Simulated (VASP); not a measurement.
# CeO2 (Cerianite): zone-centre modes, functional by functional, part 3 of 3

Aim: the vibrations of CeO2 (Cerianite) at the zone centre, at several levels of theory. The starting structure is a measured crystal structure from the Crystallography Open Database.

VASP 6.6.1.

Results so far: LDA+U (Ce f 6 eV) T2g 460.9 cm⁻¹; LDA+U (Ce f 6 eV) at the measured cell T2g 462.8 cm⁻¹; PBEsol+U (Ce f 6 eV) T2g 453.1 cm⁻¹; PBE+U (Ce f 6 eV) T2g 436.6 cm⁻¹; PBEsol + D3(BJ)+U (Ce f 6 eV) T2g 463.6 cm⁻¹.

## Step 7: Modes with r2SCAN+U (Ce f 6 eV) (continued)

Level of this step: r2SCAN, DFT+U (Ce f 6 eV), spin-polarised from a ferromagnetic start; plane waves and PAW (Ce, O) (VASP).

From OUTCAR (step 7):

```text
  Total        0.0058405      0.0033777      0.0033777      0.0000000     -0.0455480      0.0000000
  in kB        0.2273118      0.1314625      0.1314625      0.0000000     -1.7727402      0.0000000
  external PRESSURE =       0.1634123 kB  Pullay stress =       0.0000000 kB

 POSITION                                       TOTAL-FORCE (eV/Angst)
 -----------------------------------------------------------------------------------
      0.00000      0.00000      0.00000        -0.058651      0.000000      0.000000
      4.09580      4.11080      4.11080         0.120891     -0.000000     -0.000000
      1.37027      1.37027      1.37027        -0.062240      0.000000      0.000000
 -----------------------------------------------------------------------------------
    total drift:                               -0.000107     -0.000000     -0.000000

  FREE ENERGIE OF THE ION-ELECTRON SYSTEM (eV)
  ---------------------------------------------------
  free  energy   TOTEN  =       -51.9414584715 eV

  energy  without entropy=      -51.9414584715  energy(sigma->0) =      -51.94145847

 magnetization (x)
# of ion       s       p       d       f       tot
--------------------------------------------------
    1       -0.000   0.000   0.000  -0.000  -0.000
    2        0.000  -0.000   0.000   0.000  -0.000
    3        0.000  -0.000   0.000   0.000  -0.000
--------------------------------------------------
tot         -0.000  -0.000   0.000  -0.000  -0.000

[... 1 part as in an earlier step ...]

[... 2 further parts left out ...]
[key lines of the parts left out:]
E-fermi :   5.2465
```

With r2SCAN+U (Ce f 6 eV) the modes are T2g 455.5, T1u 286.0 cm⁻¹; the largest shift is -24.0 cm⁻¹, in T1u, from LDA+U (Ce f 6 eV).

## Step 8: Modes with r2SCAN + rVV10+U (Ce f 6 eV) (not reached)

rVV10 adds a nonlocal correlation energy for dispersion. This run starts from the cell of an earlier relaxation, which isn't shown; the restart sets up the plane waves anew. The run named in the heading was never made; what follows is the relaxation that should come before it.

Input file INCAR:

```
SYSTEM = CeO2
PREC = Accurate
ENCUT = 520
EDIFF = 1E-07
NELM = 100
ISMEAR = 0
SIGMA = 0.03
LREAL = .FALSE.
ALGO = Normal
METAGGA = R2SCAN
LUSE_VDW = .TRUE.
IVDW_NL = 2
BPARAM = 11.95
CPARAM = 0.0093
LASPH = .TRUE.
NBANDS = 19
ISPIN = 2
MAGMOM = 1 0 0
LDAU = .TRUE.
LDAUTYPE = 2
LDAUL = 3 -1
LDAUU = 6 0
LDAUJ = 0 0
LDAUPRINT = 1
LMAXMIX = 6
LORBIT = 11
LWAVE = .FALSE.
LCHARG = .FALSE.
KPAR = 2
IBRION = 2
NSW = 50
ISIF = 3
EDIFFG = -0.002
```

Input file POSCAR:

```
CeO2
1.0
    0.0000000000      2.7342816605      2.7342816605
    2.7342816605      0.0000000000      2.7342816605
    2.7342816605      2.7342816605      0.0000000000
Ce O
1 2
Direct
    0.0000000000      0.0000000000      0.0000000000
    0.7500000000      0.7500000000      0.7500000000
    0.2500000000      0.2500000000      0.2500000000
```

Input file KPOINTS:

```
Automatic mesh
0
Gamma
8 8 8
0 0 0
```

PAW data sets: Ce and O (PBE family, release 64).

The run is started by

```bash
> mpirun -np 2 vasp_std
```

Log:

```text
[banner, memory and clock lines left out]
running    2 mpi-ranks, on    1 nodes
[...]
|                                                                             |
|               ----> ADVICE to this user running VASP <----                  |
|                                                                             |
|     You have switched on vdW-DFT.                                           |
|     This routine was written and supplied by Jiri Klimes. We recommend      |
|     that you carefully read and cite the following publications:            |
|       J. Klimes, D.R. Bowler, A. Michelides                                 |
|          J. Phys.: Cond Matt. 22 022201 (2010)                              |
|       J. Klimes, D.R. Bowler, A. Michelides                                 |
|          Phys. Rev. B. 83, 195131 (2011)                                    |
|     and references therein.                                                 |
|                                                                             |

[...]
|           W    W  A    A  R    R  N N  N  II  N N  N  G       !!!           |
|           W WW W  AAAAAA  RRRRR   N  N N  II  N  N N  G  GGG   !            |
|           WW  WW  A    A  R   R   N   NN  II  N   NN  G    G                |
|           W    W  A    A  R    R  N    N  II  N    N   GGGG   !!!           |
|                                                                             |
|     The electronic self-consistency was not achieved in the given           |
|     number of steps (NELM). The forces and other quantities evaluated       |
|     might not be reliable so examine the results carefully. If you find     |
|     spurious results, we suggest increasing NELM, if you were close to      |
|     convergence or switching to a different ALGO or adjusting the           |
|     density mixing parameters otherwise.                                    |
|                                                                             |

 soft stop encountered!  aborting job ...
Total rVV10 correction in eV:      0.5813030    26.2227451
Total rVV10 correction in eV:      0.5813030    26.2227451
Total rVV10 correction in eV:      0.5813019    26.2227451
Total rVV10 correction in eV:      0.5813019    26.2227451
   3 F= -.51358159E+02 E0= -.51358159E+02  d E =-.542265E-29  mag=     0.0000
 deleting file STOPCAR
```

Elapsed: 9.2 min, on 2 MPI ranks of Intel Xeon Platinum 8488C (Sapphire Rapids), shared host; peak memory 0.65 GiB.

The run was stopped at its time limit, after 3 ionic steps.

## Step 9: The runs compared

| run | ended | T2g | T1u | core minutes |
| --- | --- | --- | --- | --- |
| LDA+U (Ce f 6 eV) | converged | 460.9 | 310.0 | 10.2 |
| LDA+U (Ce f 6 eV) at the measured cell | converged | 462.8 | 312.3 | 9.8 |
| PBEsol+U (Ce f 6 eV) | converged | 453.1 | 294.9 | 14.6 |
| PBE+U (Ce f 6 eV) | converged | 436.6 | 273.5 | 13.9 |
| PBEsol + D3(BJ)+U (Ce f 6 eV) | converged | 463.6 | 307.2 | 12.5 |
| r2SCAN+U (Ce f 6 eV) | converged | 455.5 | 286.0 | 45.0 |
| r2SCAN + rVV10+U (Ce f 6 eV) | cut off by time | - | - | 18.4 |

Modes are in cm⁻¹, degenerate ones as one, matched between runs by symmetry and order. A number in brackets counts the listed modes of one symmetry from the lowest. The symmetry labels come from an automatic analysis and can be wrong where levels nearly coincide. Core minutes are wall time times ranks of the run shown, on a shared host.

## Step 10: Outcome

```
T2g, LDA+U (Ce f 6 eV)                      : 460.9 cm⁻¹
T1u, LDA+U (Ce f 6 eV)                      : 310.0 cm⁻¹
T2g, LDA+U (Ce f 6 eV) at the measured cell : 462.8 cm⁻¹
T1u, LDA+U (Ce f 6 eV) at the measured cell : 312.3 cm⁻¹
T2g, PBEsol+U (Ce f 6 eV)                   : 453.1 cm⁻¹
T1u, PBEsol+U (Ce f 6 eV)                   : 294.9 cm⁻¹
T2g, PBE+U (Ce f 6 eV)                      : 436.6 cm⁻¹
T1u, PBE+U (Ce f 6 eV)                      : 273.5 cm⁻¹
T2g, PBEsol + D3(BJ)+U (Ce f 6 eV)          : 463.6 cm⁻¹
T1u, PBEsol + D3(BJ)+U (Ce f 6 eV)          : 307.2 cm⁻¹
T2g, r2SCAN+U (Ce f 6 eV)                   : 455.5 cm⁻¹
T1u, r2SCAN+U (Ce f 6 eV)                   : 286.0 cm⁻¹
```

What this shows: On the cells relaxed at each level, the T2g mode of CeO2 (Cerianite), the highest of the listed ones in the run with LDA+U (Ce f 6 eV), lies between 437 cm⁻¹ (PBE+U (Ce f 6 eV)) and 464 cm⁻¹ (PBEsol + D3(BJ)+U (Ce f 6 eV)). On the cells relaxed at each level, the T1u mode of CeO2 (Cerianite), the lowest of the listed ones in the run with LDA+U (Ce f 6 eV), lies between 273 cm⁻¹ (PBE+U (Ce f 6 eV)) and 310 cm⁻¹ (LDA+U (Ce f 6 eV)). The frequencies are harmonic, and the splitting of polar modes by their long-range field is left out. No result to use came from r2SCAN + rVV10+U (Ce f 6 eV). Further runs on this material are not shown.

[Lines on the potential files, build, host, timing and source positions are cut from VASP's logs without a mark.]

[Logs are printed without paths, hosts, clocks, repeated set-up lines and the standing remarks that a program may print on its own settings, such as how far it seeks lower states.]

[Hosts, paths, dates, database ids (printed as entryN), source tags and the programs' standing remarks are cut or masked in the printed files.]
